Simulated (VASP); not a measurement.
LiH (rock salt): the bulk modulus from VASP (plane waves, PAW) at several levels of theory. Static lattice, third-order Birch-Murnaghan fit over five volumes.

```json
[
 {"level": "RPBE", "bulk modulus (GPa)": "33.9"},
 {"level": "AM05", "bulk modulus (GPa)": "34.9"},
 {"level": "PBE-D3(BJ)", "bulk modulus (GPa)": "41.2"},
 {"level": "optB88-vdW", "bulk modulus (GPa)": "35.8"},
 {"level": "rev-vdW-DF2", "bulk modulus (GPa)": "35.7"},
 {"level": "HSE06", "bulk modulus (GPa)": "37.2"}
]
```

The cell of the RPBE run:

```
CELL_PARAMETERS angstrom
      0.00000     2.03131     2.03131
      2.03131     0.00000     2.03131
      2.03131     2.03131     0.00000
ATOMIC_POSITIONS crystal
  Li 0.00000 0.00000 0.00000
  H  0.50000 0.50000 0.50000
```

Only levels that ran to the end are used. Left out are those held back, those with too coarse a band path, GW runs whose mesh misses a band edge, hybrids' fits of cells that aren't cubic and levels without matching references; a question may draw on a part of the rest.

The compound is LiH in the rock salt structure.
